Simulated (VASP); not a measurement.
A convergence study with VASP on Ge (diamond): one setting is varied, all else stays as given below, so the limit is that of these other settings.

```
CELL_PARAMETERS angstrom
      0.00000     2.82900     2.82900
      2.82900     0.00000     2.82900
      2.82900     2.82900     0.00000
ATOMIC_POSITIONS crystal
  Ge 0.00000 0.00000 0.00000
  Ge 0.25000 0.25000 0.25000
```

Method: PBEsol GGA, VASP's PBE PAW potentials (set 64) (plane waves; VASP). The tightest run used: 550 eV cut-off, 13×13×13 Monkhorst-Pack mesh, Gaussian smearing of 0.050 eV, potentials Ge_d.

Q: The settings run are 1×1×1 mesh; 2×2×2 mesh; 3×3×3 mesh; 4×4×4 mesh; 5×5×5 mesh; 6×6×6 mesh; 7×7×7 mesh; 8×8×8 mesh; 9×9×9 mesh; 10×10×10 mesh; 11×11×11 mesh; 12×12×12 mesh; 13×13×13 mesh. From which on does the energy per atom stay within 0.005 eV/atom of the tightest run?

A: From 8×8×8 mesh on: it is off by 0.0004 there and by no more than 0.005 in any finer run, while 7×7×7 mesh is off by 0.0111.
```
setting        E (eV/atom)  pressure (GPa)  irreducible k-points  difference judged (eV/atom)
-------------  -----------  --------------  --------------------  ---------------------------
1×1×1 mesh          5.0757           63.60                     1                      10.0125
2×2×2 mesh         -4.8170            0.60                     2                       0.1198
3×3×3 mesh         -4.5401            3.09                     4                       0.3966
4×4×4 mesh         -4.9326            0.51                    10                       0.0042
5×5×5 mesh         -4.8836            0.82                    10                       0.0532
6×6×6 mesh         -4.9367            0.57                    28                       0.0001
7×7×7 mesh         -4.9257            0.60                    20                       0.0111
8×8×8 mesh         -4.9371            0.58                    60                       0.0004
9×9×9 mesh         -4.9339            0.58                    35                       0.0029
10×10×10 mesh      -4.9372            0.58                   110                       0.0004
11×11×11 mesh      -4.9361            0.58                    56                       0.0007
12×12×12 mesh      -4.9372            0.59                   182                       0.0005
13×13×13 mesh      -4.9368            0.58                    84                       0.0000
```

Left out are rungs that failed or repeat a setting and relaxations that didn't move; long series are thinned to 24 rows.

The compound is Ge in the diamond structure. The cell was not relaxed at this level.
